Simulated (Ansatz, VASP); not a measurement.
# Si64Ge7 (amorphous Si0.9Ge0.1): VASP beside Ansatz, part 4 of 4

Aim: how closely do two programs agree when they are given the same cell, functional and k mesh? Of the first pair: The cell is taken from a series of runs on this material, whose earlier steps may have relaxed, scaled, displaced or heated it; both programs get it as it stands.

VASP 6.6.1 and Ansatz 0.2.0.

So far. Step 6 (VASP: single point, PBEsol, pair 2): The run ends at a pressure of -1.49 GPa, with forces up to 0.028 eV/Å.

**9. VASP: single point, PBEsol, start cell, pair 3**

Level of this step: PBEsol; plane waves and PAW (Si, Ge_d) (VASP).

The same cell, functional, mesh and smearing now go to VASP, with its own data sets.

Input file INCAR:

```
SYSTEM = Si64Ge7
PREC = Accurate
ENCUT = 410
EDIFF = 1E-06
NELM = 120
ISMEAR = 0
SIGMA = 0.025
LREAL = Auto
ALGO = Normal
GGA = PS
NBANDS = 232
LORBIT = 11
LWAVE = .FALSE.
LCHARG = .FALSE.
ISIF = 2
LASPH = .TRUE.
GGA_COMPAT = .FALSE.
EFERMI = MIDGAP
NCORE = 2
```

Input file POSCAR:

```
Si64Ge7
1.0
   11.4616000000      0.0000000000      0.0000000000
    0.0000000000     11.4616000000      0.0000000000
    0.0000000000      0.0000000000     11.4616000000
Si Ge
64 7
Direct
    0.0241327563      0.6663729322      0.8846234383
    0.4880034201      0.7618482585      0.5121972499
    0.0668056816      0.3375968451      0.2242357088
    0.5984679277      0.5624607385      0.9164078314
    0.7481328959      0.5473843093      0.5189240595
    0.5018234801      0.7928386962      0.1177497034
    0.5835572695      0.9742880575      0.0415125288
    0.3250157046      0.6198611014      0.4873228869
    0.2672314511      0.4770799888      0.9973738396
    0.4860141691      0.5087422349      0.2647797864
    0.9005723459      0.9219480701      0.6465589446
    0.2534811894      0.2432121170      0.2428020521
    0.1979217561      0.0951176101      0.0887310672
    0.0534131360      0.1304966148      0.4332641167
    0.6915962867      0.2423134641      0.9296520556
    0.8128010051      0.8343512250      0.1718608222
    0.4330285475      0.2140626091      0.5035597124
    0.5795002443      0.4438996301      0.4380801982
    0.1328959308      0.9399560271      0.4180393662
    0.5097106861      0.2556536609      0.0192643261
    0.9536103162      0.1250000000      0.6198611014
    0.1153765617      0.9420935995      0.8228083339
    0.0463460599      0.2076935157      0.9777692469
    0.8555611782      0.1600823620      0.0411111887
    0.2899595170      0.6032316605      0.2823340546
    0.3381203322      0.3604208836      0.7414758847
    0.7998534236      0.9594035737      0.0041878970
    0.6114591331      0.6033101836      0.1281758219
    0.9080407622      0.6216496824      0.3798858798
    0.3186902352      0.9263628115      0.3178788302
    0.3994904725      0.1168423257      0.3073218399
    0.0936605709      0.5160623299      0.3302069519
    0.4029105884      0.4249319467      0.5475937042
    0.5097368605      0.8491397362      0.3295700426
    0.0749895303      0.4077615691      0.0284689747
    0.4676397711      0.0926223215      0.6680829902
    0.7593006212      0.4387607315      0.9005199972
    0.9122897327      0.5336514972      0.0061160745
    0.0893418022      0.1529542123      0.7831541844
    0.7594838417      0.9480613527      0.7965729043
    0.8011795910      0.4395634117      0.6974767921
    0.7209726391      0.1368308090      0.3252599986
    0.4397030083      0.4250279193      0.8983213513
    0.0326219725      0.6154114609      0.5644325400
    0.5622862428      0.1271288476      0.1906016612
    0.1742077895      0.4553639980      0.5219428352
    0.4583304251      0.7405859566      0.9116528233
    0.3801127242      0.0702606966      0.9750209395
    0.0559171494      0.7868098695      0.6903922664
    0.6668789698      0.7196813708      0.5895860962
    0.2873857053      0.7777011936      0.1705259301
    0.8157412578      0.6143295875      0.1783520625
    0.2256578488      0.2543536679      0.4583478746
    0.1146698541      0.9018287150      0.1531723320
    0.1299644029      0.3617296015      0.7307356739
    0.6696883507      0.1202624415      0.7472342430
    0.2211471348      0.8042681650      0.5648862288
    0.3121640958      0.1627870454      0.7940776157
    0.7848816919      0.2416242060      0.6351643750
    0.6473441753      0.2496597334      0.4736424234
    0.9926624555      0.5077388846      0.7311893627
    0.8264901933      0.8166835346      0.4836933761
    0.9863108118      0.8301197041      0.3081768688
    0.6553011796      0.7523993160      0.7973057863
    0.3902160257      0.8956602918      0.6550219865
    0.2324021079      0.6885077127      0.9751867104
    0.9955590842      0.8691282194      0.9776558247
    0.3100439729      0.8815697634      0.8622530886
    0.9151078383      0.1864399386      0.2588033084
    0.3819536539      0.3669819222      0.1500575836
    0.7097176659      0.9237715502      0.3399961611
```

Input file KPOINTS:

```
Automatic mesh
0
Gamma
1 1 1
0 0 0
```

PAW data sets: Si and Ge_d (PBE family, release 64).

The run is started by

```console
mpirun -np 8 vasp_gam
```

Numbers of over 12 decimals in the logs are rounded to 6 here.

The program printed:

```text
[... set-up lines as in an earlier step ...]
 entering main loop
       N       E                     dE             d eps       ncg     rms          rms(c)
DAV:   1     0.395266800052E+04    0.39527E+04   -0.11546E+05   600   0.180E+03
DAV:   2     0.486600381729E+03   -0.34661E+04   -0.32817E+04   480   0.506E+02
DAV:   3    -0.285240401135E+03   -0.77184E+03   -0.71008E+03   560   0.172E+02
DAV:   4    -0.376737654786E+03   -0.91497E+02   -0.86633E+02   600   0.633E+01
[...]
DAV:  16    -0.374406600717E+03   -0.63812E-05   -0.69688E-06   520   0.494E-03    0.357E-03
DAV:  17    -0.374406602732E+03   -0.20141E-05   -0.18965E-06   392   0.252E-03    0.152E-03
DAV:  18    -0.374406603447E+03   -0.71545E-06   -0.84370E-07   360   0.170E-03
   1 F= -.37440660E+03 E0= -.37439924E+03  d E =-.147359E-01
```

Parts of OUTCAR (step 9):

```text
 POSITION                                       TOTAL-FORCE (eV/Angst)
 -----------------------------------------------------------------------------------
      0.27660      7.63770     10.13920         0.204264      0.242047     -0.340729
      5.59330      8.73200      5.87060        -0.425075     -0.299669      0.012291
      0.76570      3.86940      2.57010        -0.108162      0.666325      0.045735
      6.85940      6.44670     10.50350        -0.570808      0.317752      0.554474
      8.57480      6.27390      5.94770        -0.272714     -0.537473      0.075341
      5.75170      9.08720      1.34960        -0.029091     -0.213095      0.307525
      6.68850     11.16690      0.47580        -0.961142      0.068492      0.497021
      3.72520      7.10460      5.58550        -0.197062      1.446266      0.413800
      3.06290      5.46810     11.43150         0.104691      0.246993      0.792720
      5.57050      5.83100      3.03480        -0.452332      0.050801     -0.408205
     10.32200     10.56700      7.41060         0.243760     -0.000850     -0.187709
      2.90530      2.78760      2.78290        -1.494475     -0.197484      0.060344
      2.26850      1.09020      1.01700        -0.016850      0.007050      0.245885
      0.61220      1.49570      4.96590         0.080598      0.112508      0.080132
[...]
-----------------------------------------------------------------------------------
    total drift:                               -0.000034     -0.000578      0.002434

  FREE ENERGIE OF THE ION-ELECTRON SYSTEM (eV)
  ---------------------------------------------------
  free  energy   TOTEN  =      -374.4066034470 eV

  energy  without entropy=     -374.3918675552  energy(sigma->0) =     -374.39923550
```

The run ends at a pressure of -3.34 GPa, with forces up to 1.6 eV/Å.

**10. Differences**

What differs besides the data sets and the points named for the pairs above, as far as they apply: the cutoff is 420 eV in Ansatz and 410 eV in VASP (PREC = Accurate, projectors in real space). Total energies have different zeros and are not compared.

Forces on 10 of the 71 atoms, those with the largest forces and the largest differences (eV/Å; atoms numbered as in POSCAR):

```tsv
atom	Ansatz x, y, z	VASP x, y, z
Si3	-0.099, 0.674, 0.043	-0.108, 0.666, 0.046
Si8	-0.198, 1.445, 0.407	-0.197, 1.446, 0.414
Si12	-1.499, -0.204, 0.068	-1.494, -0.197, 0.060
Si20	-0.936, -0.799, 0.121	-0.943, -0.798, 0.125
Si31	0.118, -0.649, 1.238	0.117, -0.649, 1.243
Si34	0.107, 0.127, -0.177	0.118, 0.131, -0.182
Si40	-0.084, -1.597, 0.263	-0.083, -1.599, 0.266
Si42	-0.344, 0.196, -0.415	-0.329, 0.188, -0.418
Si47	1.125, -0.463, -0.148	1.117, -0.458, -0.152
Si56	-1.081, 0.542, 0.779	-1.088, 0.541, 0.779
```

The forces differ by 3.9 meV/Å r.m.s., which is 0.9 % of the r.m.s. force of 0.447 eV/Å (both taken over all components).

**11. Outcome**

```
r.m.s. force difference (single point, PBEsol, pair 1)             : 0.95 % of the r.m.s. force
difference in gap on the k mesh (single point, PBEsol, pair 2)     : 4.3e-4 eV
r.m.s. force difference (single point, PBEsol, start cell, pair 3) : 0.88 % of the r.m.s. force
```

The r.m.s. force difference is 0.95 % of the r.m.s. force (single point, PBEsol, pair 1), within the 3 % picked in this series as the mark of a large difference. 1 further pair of this series is not shown here. Such differences can come from data sets, numerical settings and the points named under the comparisons, not from the functional's error against experiment.

[Lines on the potential files, build, host, timing and source positions are cut from VASP's logs without a mark.]

[Logs are printed without paths, hosts, clocks, repeated set-up lines and the standing remarks that a program may print on its own settings, such as how far it seeks lower states.]

[Hosts, paths, dates, database ids (printed as entryN), source tags and the programs' standing remarks are cut or masked in the printed files.]
